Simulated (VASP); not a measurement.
Consider the following.

```xyz
6
Lattice="0.0000 3.5800 3.5800 3.5800 0.0000 3.5800 3.5800 3.5800 0.0000" Properties=species:S:1:pos:R:3 pbc="T T T"
Ta     0.0000     0.0000     0.0000
Ta     1.7900     1.7900     1.7900
V      4.4750     4.4750     4.4750
V      4.4750     2.6850     2.6850
V      2.6850     2.6850     4.4750
V      2.6850     4.4750     2.6850
```
Starting moments (μB, in the order of the record's atoms Ta Ta V V V V): 0.0 0.0 2.0 2.0 2.0 2.0.

Method: PBEsol GGA, VASP's PBE PAW potentials (set 64) (plane waves; VASP). Settings: 300 eV cut-off, 5×5×5 Γ-centred mesh, Fermi-Dirac smearing of 0.10 eV, potentials Ta_pv V_sv.

At this cut-off the stress carries a Pulay error, which pulls relaxed volumes low.

### Question
Give the stress tensor in GPa (positive for a compressed cell).

### Answer

```
-9.08   0.00   0.00
 0.00  -9.08   0.00
 0.00   0.00  -9.08
```
The pressure is its mean diagonal, -9.08 GPa.

The structure comes from a measured TaV2 entry of the Crystallography Open Database, whose conditions weren't checked. The cell was not relaxed at this level. The k-mesh is coarse (spacing up to 0.30 per Å, 2π included), so the numbers may not be converged in it.
